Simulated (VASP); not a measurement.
Here is the system:

```
CELL_PARAMETERS angstrom
      1.82685    -3.16420     0.00000
      1.82685     3.16420     0.00000
      0.00000     0.00000     6.00169
ATOMIC_POSITIONS crystal
  Zr 0.00000 0.00000 0.00000
  S  0.33333 0.66667 0.23692
  S  0.66667 0.33333 0.76308
```

These are r2SCAN meta-GGA, VASP's PBE PAW potentials (set 64) (plane waves; VASP) values and carry that method's errors. Settings: 520 eV cut-off, 7×7×4 Γ-centred mesh, Gaussian smearing of 0.050 eV, potentials Zr_sv S.

Question: The ions and cell shape at fixed volume are relaxed. Give the cell that the relaxation ends in.

Answer: 
```
CELL_PARAMETERS angstrom
      1.83971    -3.18648     0.00000
      1.83971     3.18648     0.00000
      0.00000     0.00000     5.91807
ATOMIC_POSITIONS crystal
  Zr 0.00000 0.00000 0.00000
  S  0.33333 0.66667 0.24318
  S  0.66667 0.33333 0.75682
```
Space group P-3m1 (164), at a tolerance of 0.03 Å.

Question: How much energy does the relaxation gain?

Answer: The energy (σ→0) changes by -5.0 meV/atom, in 5 ionic steps.

The compound is ZrS2 in the 1T layered structure. This cell is one point of a volume scan, at 0.97 of the reference volume. Symmetry was kept, so distortions that lower it aren't found.
